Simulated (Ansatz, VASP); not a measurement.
**PbO (Litharge): VASP beside Ansatz**

Aim: how closely do two programs agree when they are given the same cell, functional and k mesh?

Method: plane waves, with VASP 6.6.1 beside it; band structure at PBE0, in Ansatz 0.2.0.

**1. The structure**

It takes space group P4/nmm (No. 129, tetragonal). Conventional cell: a = 3.978 Å, b = 3.978 Å, c = 5.026 Å, α = 90.00°, β = 90.00°, γ = 90.00°. Pb has 4 O at 2.31 Å nearest. Nearest to O lie 4 Pb at 2.31 Å. Farther neighbours and most contacts between anions are not listed.

Structure file:

```
Pb O
1.0
     3.97769    0.00000    0.00000
     0.00000    3.97769    0.00000
     0.00000    0.00000    5.02590
Pb O
2 2
Direct
  0.00000 0.50000 0.76550
  0.50000 0.00000 0.23450
  0.50000 0.50000 0.00000
  0.00000 0.00000 0.00000
```

**2. VASP: band structure, PBE0**

Levels along a path test the potential and the projectors away from the mesh points.

Lines of VASP's logs that name or quote its potential files are left out, and so is its time.

The run reads the wave functions of an earlier VASP run, which isn't shown here.

INCAR reads:

```
SYSTEM = PbO
PREC = Accurate
ENCUT = 520
EDIFF = 1E-06
NELM = 100
ISMEAR = 0
SIGMA = 0.02
LREAL = .FALSE.
ALGO = Normal
LHFCALC = .TRUE.
AEXX = 0.25
GGA = PE
LASPH = .TRUE.
NBANDS = 26
PRECFOCK = Fast
HFRCUT = -1
LORBIT = 11
LWAVE = .FALSE.
LCHARG = .FALSE.
KPAR = 4
```

POSCAR reads:

```
PbO
1.0
    3.9776877762      0.0000000000      0.0000000000
    0.0000000000      3.9776877762      0.0000000000
    0.0000000000      0.0000000000      5.0259000000
Pb O
2 2
Direct
    0.0000000000      0.5000000000      0.7655000000
    0.5000000000      0.0000000000      0.2345000000
    0.5000000000      0.5000000000      0.0000000000
    0.0000000000      0.0000000000      0.0000000000
```

KPOINTS reads:

```
Automatic mesh
0
Gamma
4 4 3
0 0 0
```

KPOINTS_OPT reads:

```
Line mode
6
Line-mode
Reciprocal
  0.00000000   0.00000000   0.00000000 GAMMA
  0.00000000   0.50000000   0.00000000 X

  0.00000000   0.50000000   0.00000000 X
  0.50000000   0.50000000   0.00000000 M

  0.50000000   0.50000000   0.00000000 M
  0.00000000   0.00000000   0.00000000 GAMMA

  0.00000000   0.00000000   0.00000000 GAMMA
  0.00000000   0.00000000   0.50000000 Z

  0.00000000   0.00000000   0.50000000 Z
  0.00000000   0.50000000   0.50000000 R

  0.00000000   0.50000000   0.50000000 R
  0.50000000   0.50000000   0.50000000 A

  0.50000000   0.50000000   0.50000000 A
  0.00000000   0.00000000   0.50000000 Z

  0.00000000   0.50000000   0.00000000 X
  0.00000000   0.50000000   0.50000000 R

  0.50000000   0.50000000   0.00000000 M
  0.50000000   0.50000000   0.50000000 A
```

The projector-augmented-wave data sets are Pb_d and O (PBE family, release 64).

Started as:

```sh
> mpirun -np 8 vasp_std
```

Numbers of over 12 decimals in the logs are rounded to 6 here.

Log:

```text
[banner, memory and clock lines left out]
running    8 mpi-ranks, on    1 nodes
 distrk:  each k-point on    2 cores,    4 groups
 distr:  one band on    1 cores,    2 groups

 POSCAR found type information on POSCAR PbO
 POSCAR found :  2 types and       4 ions
|                                                                             |
|           W    W    AA    RRRRR   N    N  II  N    N   GGGG   !!!           |
|           W    W   A  A   R    R  NN   N  II  NN   N  G    G  !!!           |
|           W    W  A    A  R    R  N N  N  II  N N  N  G       !!!           |
|           W WW W  AAAAAA  RRRRR   N  N N  II  N  N N  G  GGG   !            |
|           WW  WW  A    A  R   R   N   NN  II  N   NN  G    G                |
|           W    W  A    A  R    R  N    N  II  N    N   GGGG   !!!           |
|                                                                             |
|     For optimal performance we recommend to set                             |
|       NCORE = 2 up to number-of-cores-per-socket                            |
|     NCORE specifies how many cores store one orbital (NPAR=cpu/NCORE).      |
|     This setting can greatly improve the performance of VASP for DFT.       |
|     The default, NCORE=1 might be grossly inefficient on modern             |
|     multi-core architectures or massively parallel machines. Do your        |
|     Unfortunately you need to use the default for GW and RPA                |
|     calculations (for HF NCORE is supported but not extensively tested      |
|     yet).                                                                   |
|                                                                             |

 LDA part: xc-table for (Slater+PW92), standard interpolation
 found WAVECAR, reading the header
 POSCAR, INCAR and KPOINTS ok, starting setup
 FFT: planning ... GRIDC
 FFT: planning ... GRID_SOFT
 FFT: planning ... GRID
 HFRCUT set to (new)   9.694884
 reading WAVECAR
 the WAVECAR file was read successfully
 initial charge from wavefunction
 entering main loop
       N       E                     dE             d eps       ncg     rms          rms(c)
DAV:   1    -0.285493960243E+02   -0.28549E+02   -0.97779E-01   792   0.106E+01    0.832E-01
DAV:   2    -0.285641285789E+02   -0.14733E-01   -0.13176E-01   824   0.221E+00    0.520E-01
DAV:   3    -0.285626816988E+02    0.14469E-02   -0.24560E-02   936   0.108E+00    0.361E-01
DAV:   4    -0.285622113220E+02    0.47038E-03   -0.14935E-03   806   0.407E-01    0.223E-01
DAV:   5    -0.285617910321E+02    0.42029E-03   -0.10271E-03   914   0.294E-01    0.102E-01
DAV:   6    -0.285617489874E+02    0.42045E-04   -0.15485E-04   756   0.990E-02    0.566E-02
DAV:   7    -0.285617207915E+02    0.28196E-04   -0.35853E-05   938   0.689E-02    0.348E-02
DAV:   8    -0.285617205782E+02    0.21331E-06   -0.18059E-05   708   0.318E-02    0.224E-02
DAV:   9    -0.285617210783E+02   -0.50019E-06   -0.36977E-06   648   0.182E-02
   1 F= -.28561721E+02 E0= -.28561721E+02  d E =-.104255E-18
 Start KPOINTS_OPT (optional k-point list driver)
k-point batch [1-12\54]
       N       E                     dE             ncg
DAV:   1     0.264950328425E+04   -0.77415E+04      624
DAV:   2    -0.303887830861E+04   -0.56884E+04      628
DAV:   3    -0.382393857016E+04   -0.78506E+03      776
DAV:   4    -0.388176551965E+04   -0.57827E+02      720
DAV:   5    -0.388368631604E+04   -0.19208E+01      880
DAV:   6    -0.388376201001E+04   -0.75694E-01      878
DAV:   7    -0.388376469631E+04   -0.26863E-02      888
DAV:   8    -0.388376480393E+04   -0.10761E-03      832
DAV:   9    -0.388376481249E+04   -0.85605E-05      656
DAV:  10    -0.388376481266E+04   -0.17136E-06      536
[...]
k-point batch [49-54\54]
       N       E                     dE             ncg
DAV:   1     0.776740033409E+04   -0.73901E+04      312
DAV:   2     0.499484765686E+04   -0.27726E+04      340
DAV:   3     0.462229422447E+04   -0.37255E+03      378
DAV:   4     0.459328520410E+04   -0.29009E+02      398
DAV:   5     0.459230922047E+04   -0.97598E+00      396
DAV:   6     0.459227959178E+04   -0.29629E-01      438
DAV:   7     0.459227896970E+04   -0.62208E-03      398
DAV:   8     0.459227895946E+04   -0.10241E-04      438
DAV:   9     0.459227895928E+04   -0.17357E-06      248
```

From OUTCAR (step 2):

```text
ion  position               nearest neighbor table
   1  0.000  0.500  0.766-   3 2.31   4 2.31   4 2.31   3 2.31   2 3.67   2 3.67   2 3.67   2 3.67
                             2 3.88   2 3.88   2 3.88   2 3.88
   2  0.500  0.000  0.234-   3 2.31   4 2.31   3 2.31   4 2.31   1 3.67   1 3.67   1 3.67   1 3.67
                             1 3.88   1 3.88   1 3.88   1 3.88
   3  0.500  0.500  0.000-   1 2.31   2 2.31   2 2.31   1 2.31
   4  0.000  0.000  0.000-   1 2.31   2 2.31   1 2.31   2 2.31

  LATTYP: Found a simple tetragonal cell.
 ALAT       =     3.9776877762
 C/A-ratio  =     1.2635230020

 Subroutine GETGRP returns: Found 16 space group operations
 (whereof  8 operations were pure point group operations)

The static configuration has the point symmetry D_2d.
 The point group associated with its full space group is D_4h.

 Found     12 irreducible k-points:

   k-points           NKPTS =     12   k-points in BZ     NKDIM =     48   number of bands    NBANDS=     26

   dimension x,y,z NGX =    30 NGY =   30 NGZ =   40
   dimension x,y,z NGXF=    60 NGYF=   60 NGZF=   80

   ENCUT  =  520.0 eV  38.22 Ry    6.18 a.u.   7.40  7.40  9.34*2*pi/ulx,y,z

   NELECT =      40.0000    total number of electrons

 k-points in reciprocal lattice and weights: Automatic mesh
   0.00000000  0.00000000  0.00000000       0.021
   0.25000000  0.00000000  0.00000000       0.083
   0.50000000  0.00000000  0.00000000       0.042
   0.25000000  0.25000000  0.00000000       0.083
   0.50000000  0.25000000  0.00000000       0.083
   0.50000000  0.50000000  0.00000000       0.021
   0.00000000  0.00000000  0.33333333       0.042
   0.25000000  0.00000000  0.33333333       0.167
   0.50000000  0.00000000  0.33333333       0.083
   0.25000000  0.25000000  0.33333333       0.167
   0.50000000  0.25000000  0.33333333       0.167
   0.50000000  0.50000000  0.33333333       0.042

  exchange ACFDT corr.  =         0.00000000  see jH, gK, PRB 81, 115126

 average (electrostatic) potential at core
       1 -85.0950       2 -85.0950       3 -62.6356       4 -62.6356

 E-fermi :   4.4157

 k-point     1 :       0.0000    0.0000    0.0000
  band No.  band energies     occupation
    ...
     16      -0.7945      2.00000
     17       1.9830      2.00000
     18       2.0268      2.00000
     19       2.0268      2.00000
     20       4.2968      2.00000
     21       8.1766      0.00000
     22      11.3717      0.00000
     23      11.6685      0.00000
     24      11.6685      0.00000
     25      12.7252      0.00000
    ...

 k-point     2 :       0.2500    0.0000    0.0000
  band No.  band energies     occupation
    ...
     16      -0.4056      2.00000
     17       1.2136      2.00000
     18       1.5759      2.00000
     19       1.7787      2.00000
     20       4.0212      2.00000
     21       9.4178      0.00000
     22       9.4458      0.00000
     23      11.4886      0.00000
     24      12.0300      0.00000
     25      12.3644      0.00000
    ...

 k-point     3 :       0.5000    0.0000    0.0000
  band No.  band energies     occupation
    ...
     16       0.4131      2.00000
     17       0.5580      2.00000
     18       0.5580      2.00000
     19       2.3428      2.00000
     20       2.3428      2.00000
     21       9.2292      0.00000
     22       9.2292      0.00000
     23      12.7176      0.00000
     24      12.7176      0.00000
     25      12.8567      0.00000
    ...

  energy-cutoff  :      520.00
  volume of cell :       79.52
      direct lattice vectors                 reciprocal lattice vectors
     3.977687776  0.000000000  0.000000000     0.251402336  0.000000000  0.000000000
     0.000000000  3.977687776  0.000000000     0.000000000  0.251402336  0.000000000
     0.000000000  0.000000000  5.025900000     0.000000000  0.000000000  0.198969339

 POSITION                                       TOTAL-FORCE (eV/Angst)
 -----------------------------------------------------------------------------------
      0.00000      1.98884      3.84733         0.000000      0.000000      0.086772
      1.98884      0.00000      1.17857        -0.000000      0.000000     -0.086772
      1.98884      1.98884      0.00000         0.000000      0.000000      0.000000
      0.00000      0.00000      0.00000         0.000000      0.000000      0.000000
 -----------------------------------------------------------------------------------
    total drift:                                0.000026      0.000003     -0.000004

  FREE ENERGIE OF THE ION-ELECTRON SYSTEM (eV)
  ---------------------------------------------------
  free  energy   TOTEN  =       -28.5617210783 eV

  energy  without entropy=      -28.5617210783  energy(sigma->0) =      -28.56172108

 total charge
# of ion       s       p       d       tot
------------------------------------------
    1        1.387   0.607   9.887  11.881
    2        1.387   0.607   9.887  11.881
    3        1.580   3.435   0.000   5.015
    4        1.580   3.435   0.000   5.015
--------------------------------------------------
tot          5.934   8.085  19.774  33.792

[... 3 further parts left out ...]
```

The k-mesh is coarse for unscreened exact exchange, which converges slowly with it. Spin-orbit coupling is off here; with elements this heavy it splits and shifts levels by tenths of an eV or more.

(Continued in part 2 of 2.)

[Lines on the potential files, build, host, timing and source positions are cut from VASP's logs without a mark.]

[Logs are printed without paths, hosts, clocks, repeated set-up lines and the standing remarks that a program may print on its own settings, such as how far it seeks lower states.]

[Hosts, paths, dates, database ids (printed as entryN), source tags and the programs' standing remarks are cut or masked in the printed files.]
